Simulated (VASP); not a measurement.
# MoS2: phonons from a supercell, part 4 of 4

Aim: the phonon dispersion and thermal properties of MoS2. The start is a cell from a database of measured crystal structures.

VASP 6.6.1; PBEsol, no spin polarisation; plane waves and PAW (Mo, S).

So far. Step 2 (Relax the host): The run ended after 8 ionic steps, 0.007 eV below its first step, once forces and stress met EDIFFG = -0.02. Step 3 (Tight relaxation): The run ended after 14 ionic steps, 0.000 eV below its first step, once forces and stress met EDIFFG = -0.002.

### 5. Force constants in the supercell

System of this step: MoS2. The cell holds 54 atoms: 18 Mo and 36 S. Cell: a = 12.973 Å, b = 19.460 Å, c = 19.460 Å, α = 28.0°, β = 28.0°, γ = 28.0°. It derives from MoS2.

Each independent atom is moved by 0.015 Å both ways; the forces give the force constants out to half the supercell.

Input file INCAR:

```
SYSTEM = MoS2
PREC = Accurate
ENCUT = 350
EDIFF = 1E-07
NELM = 120
ISMEAR = 0
SIGMA = 0.05
LREAL = Auto
ALGO = Fast
GGA = PS
NBANDS = 200
LASPH = .TRUE.
LWAVE = .FALSE.
LCHARG = .FALSE.
KPAR = 4
IBRION = 6
NSW = 1
NFREE = 2
POTIM = 0.015
ISIF = 0
ADDGRID = .TRUE.
```

Input file POSCAR:

```
MoS2
1.0
    3.1423762996      1.8142518026     12.4555876166
   -4.7135644494      2.7213777039     18.6833814249
    0.0000000000     -5.4427554075     18.6833814249
Mo S
18 36
Direct
    0.0000493554      0.0000329036      0.0000329036
    0.0000493554      0.0000329036      0.3333662369
    0.0000493554      0.0000329036      0.6666995703
    0.0000493554      0.3333662369      0.0000329036
    0.0000493554      0.3333662369      0.3333662369
    0.0000493554      0.3333662369      0.6666995703
    0.0000493554      0.6666995703      0.0000329036
    0.0000493554      0.6666995703      0.3333662369
    0.0000493554      0.6666995703      0.6666995703
    0.5000493554      0.0000329036      0.0000329036
    0.5000493554      0.0000329036      0.3333662369
    0.5000493554      0.0000329036      0.6666995703
    0.5000493554      0.3333662369      0.0000329036
    0.5000493554      0.3333662369      0.3333662369
    0.5000493554      0.3333662369      0.6666995703
    0.5000493554      0.6666995703      0.0000329036
    0.5000493554      0.6666995703      0.3333662369
    0.5000493554      0.6666995703      0.6666995703
    0.2084965764      0.1389977176      0.1389977176
    0.2084965763      0.1389977176      0.4723310509
    0.2084965763      0.1389977176      0.8056643842
    0.2084965764      0.4723310509      0.1389977176
    0.2084965764      0.4723310509      0.4723310509
    0.2084965764      0.4723310509      0.8056643842
    0.2084965764      0.8056643842      0.1389977176
    0.2084965764      0.8056643842      0.4723310509
    0.2084965764      0.8056643842      0.8056643842
    0.7084965764      0.1389977176      0.1389977176
    0.7084965764      0.1389977176      0.4723310509
    0.7084965764      0.1389977176      0.8056643842
    0.7084965764      0.4723310509      0.1389977176
    0.7084965764      0.4723310509      0.4723310509
    0.7084965764      0.4723310509      0.8056643842
    0.7084965764      0.8056643842      0.1389977176
    0.7084965763      0.8056643842      0.4723310509
    0.7084965764      0.8056643842      0.8056643842
    0.1249540682      0.0833027122      0.0833027122
    0.1249540683      0.0833027122      0.4166360455
    0.1249540683      0.0833027122      0.7499693788
    0.1249540683      0.4166360455      0.0833027122
    0.1249540682      0.4166360455      0.4166360455
    0.1249540683      0.4166360455      0.7499693788
    0.1249540683      0.7499693788      0.0833027122
    0.1249540683      0.7499693788      0.4166360455
    0.1249540683      0.7499693788      0.7499693788
    0.6249540682      0.0833027122      0.0833027122
    0.6249540682      0.0833027122      0.4166360455
    0.6249540682      0.0833027122      0.7499693788
    0.6249540682      0.4166360455      0.0833027122
    0.6249540683      0.4166360455      0.4166360455
    0.6249540682      0.4166360455      0.7499693788
    0.6249540682      0.7499693788      0.0833027122
    0.6249540683      0.7499693788      0.4166360455
    0.6249540683      0.7499693788      0.7499693788
```

Input file KPOINTS:

```
Automatic mesh
0
Gamma
3 2 2
0 0 0
```

The projector-augmented-wave data sets are Mo and S (PBE family, release 64).

On the command line:

```
> mpirun -np 4 vasp_std
```

What it wrote:

```text
[banner, memory and clock lines left out]
running    4 mpi-ranks, on    1 nodes
[...]
[... a notice as in an earlier step ...]

 LDA part: xc-table for (Slater+PW92), standard interpolation
|                                                                             |
|           W    W    AA    RRRRR   N    N  II  N    N   GGGG   !!!           |
|           W    W   A  A   R    R  NN   N  II  NN   N  G    G  !!!           |
|           W    W  A    A  R    R  N N  N  II  N N  N  G       !!!           |
|           W WW W  AAAAAA  RRRRR   N  N N  II  N  N N  G  GGG   !            |
|           WW  WW  A    A  R   R   N   NN  II  N   NN  G    G                |
|           W    W  A    A  R    R  N    N  II  N    N   GGGG   !!!           |
|                                                                             |
|     Your reciprocal lattice and k-lattice belong to different lattice       |
|     classes:                                                                |
|                                                                             |
|        The reciprocal lattice is base-centered monoclinic,                  |
|        whereas your k-lattice is rhombohedral (trigonal).                   |
|                                                                             |
|     Results are often still useful ...                                      |
|                                                                             |

 POSCAR, INCAR and KPOINTS ok, starting setup
[...]
entering main loop
       N       E                     dE             d eps       ncg     rms          rms(c)
DAV:   1     0.142905526003E+04    0.14291E+04   -0.11516E+05  2432   0.105E+03
DAV:   2    -0.287048487089E+03   -0.17161E+04   -0.16385E+04  2952   0.250E+02
DAV:   3    -0.442070910228E+03   -0.15502E+03   -0.15345E+03  2984   0.707E+01
DAV:   4    -0.448006064918E+03   -0.59352E+01   -0.59034E+01  3304   0.146E+01
[...]
RMM:  19    -0.421289502705E+03   -0.26375E-07   -0.10202E-05  2594   0.611E-03    0.204E-03
RMM:  20    -0.421289502940E+03   -0.23564E-06   -0.35400E-06  2741   0.242E-03    0.133E-03
RMM:  21    -0.421289502959E+03   -0.18324E-07   -0.78896E-07  2184   0.122E-03
   1 F= -.42128950E+03 E0= -.42128950E+03  d E =-.208610E-13
[... from here on, the cycles between the ionic steps are left out ...]
   2 F= -.42128651E+03 E0= -.42128651E+03  d E =-.695797E-11
   3 F= -.42128651E+03 E0= -.42128651E+03  d E =-.515180E-12
   4 F= -.42128631E+03 E0= -.42128631E+03  d E =-.888048E-11
   5 F= -.42128631E+03 E0= -.42128631E+03  d E =-.497985E-15
   6 F= -.42128815E+03 E0= -.42128815E+03  d E =-.936365E-14
   7 F= -.42128815E+03 E0= -.42128815E+03  d E =-.450773E-13
   8 F= -.42128783E+03 E0= -.42128783E+03  d E =-.116605E-12
   9 F= -.42128772E+03 E0= -.42128772E+03  d E =-.190562E-12
 Finite differences progress:
  Degree of freedom:   4/  6
  Displacement:        2/  2
  Total:               8/ 12
|                                                                             |
|           W    W    AA    RRRRR   N    N  II  N    N   GGGG   !!!           |
|           W    W   A  A   R    R  NN   N  II  NN   N  G    G  !!!           |
|           W    W  A    A  R    R  N N  N  II  N N  N  G       !!!           |
|           W WW W  AAAAAA  RRRRR   N  N N  II  N  N N  G  GGG   !            |
|           WW  WW  A    A  R   R   N   NN  II  N   NN  G    G                |
|           W    W  A    A  R    R  N    N  II  N    N   GGGG   !!!           |
|                                                                             |
|     Your reciprocal lattice and k-lattice belong to different lattice       |
|     classes:                                                                |
|                                                                             |
|        The reciprocal lattice is base-centered monoclinic,                  |
|        whereas your k-lattice is rhombohedral (trigonal).                   |
|                                                                             |
|     Results are often still useful ...                                      |
|                                                                             |

[...]
N       E                     dE             d eps       ncg     rms          rms(c)
```

Wall time 3 h (4 MPI ranks of Intel Xeon 6975P-C (Granite Rapids), shared host).

The run was stopped at its time limit, so it gives no result of its own.

### 6. Summary of results

* result: none

What this shows: The session ends without its result: «force constants in the supercell» met its time limit.

[Lines on the potential files, build, host, timing and source positions are cut from VASP's logs without a mark.]

[Logs are printed without paths, hosts, clocks, repeated set-up lines and the standing remarks that a program may print on its own settings, such as how far it seeks lower states.]

[Hosts, paths, dates, database ids (printed as entryN), source tags and the programs' standing remarks are cut or masked in the printed files.]

[Runs that stopped without an error message from VASP are left out.]
